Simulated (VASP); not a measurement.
All values below come from r2SCAN meta-GGA, VASP's PBE PAW potentials (set 64) (plane waves; VASP).

Input for VASP

INCAR:
```
SYSTEM  =  CaO
PREC  =  Accurate; ENCUT  =  520; LREAL  =  .FALSE.
LASPH  =  .TRUE.
EDIFF  =  1E-7; NELM  =  100; ALGO  =  Normal
LMIXTAU  =  .TRUE.
ISMEAR  =  0; SIGMA  =  0.05
METAGGA  =  R2SCAN
ISIF  =  2
LWAVE  =  .FALSE.; LCHARG  =  .FALSE.
```

### KPOINTS
```
Automatic
0
G
  9 9 9
0 0 0
```

**POSCAR**
```
CaO
2.4050
  0.0000000000   1.0000000000   1.0000000000
  1.0000000000   0.0000000000   1.0000000000
  1.0000000000   1.0000000000   0.0000000000
Ca O
1 1
Direct
  0.0000000000   0.0000000000   0.0000000000
  0.5000000000   0.5000000000   0.5000000000
```

POTCAR, in this order: Ca_sv O (PBE.64 set). Program: vasp_std.

### Question
Predict the energy per atom (σ→0).

### Answer

energy per atom (σ→0): -9.727 eV/atom

**OSZICAR**
```
...
DAV:  17    -0.194541713281E+02    0.93897E-05   -0.37763E-05   852   0.733E-02    0.935E-03
DAV:  18    -0.194541743069E+02   -0.29787E-05   -0.80422E-06  1044   0.252E-02    0.259E-03
DAV:  19    -0.194541720320E+02    0.22749E-05   -0.74587E-07  1076   0.114E-02    0.113E-03
DAV:  20    -0.194541740373E+02   -0.20053E-05   -0.11232E-07   568   0.533E-03    0.718E-04
DAV:  21    -0.194541735026E+02    0.53478E-06   -0.56342E-08   580   0.275E-03    0.368E-04
DAV:  22    -0.194541737801E+02   -0.27759E-06   -0.16330E-08   428   0.141E-03    0.206E-04
DAV:  23    -0.194541737986E+02   -0.18480E-07   -0.46688E-09   420   0.862E-04
   1 F= -.19454174E+02 E0= -.19454174E+02  d E =-.710048E-25
```

The compound is CaO in the rock salt structure. The cell was not relaxed at this level.
